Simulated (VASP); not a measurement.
A cell of Eu (bcc) near equilibrium:

```xyz
1
Lattice="-2.1481 2.1481 2.1481 2.1481 -2.1481 2.1481 2.1481 2.1481 -2.1481" Properties=species:S:1:pos:R:3 pbc="T T T"
Eu     0.0000     0.0000     0.0000
```

Method: PBEsol GGA, VASP's PBE PAW potentials (set 64) (plane waves; VASP).

The 4f electrons are frozen in the core of the lanthanide potential, so 4f levels, which can set the real gap, and their magnetism are missing.

```csv
run,ΔE (meV/atom),σxx,σyy,σzz,"largest shear component, with its sign (GPa)",largest force (eV/Å)
as it is,0.0,0.15,0.15,0.15,0.00,0.000
after one change,1.6,0.49,0.49,0.39,0.00,0.000
```
Stress is in GPa, positive when the cell is compressed.

Problem. Which change was made?
(A) biaxial strain of -4.0 % in the xz plane
(B) isotropic strain of +0.5 %
(C) biaxial strain of -1.0 % in the xy plane

Solution. C, biaxial strain of -1.0 % in the xy plane

The compound is Eu in the bcc structure.
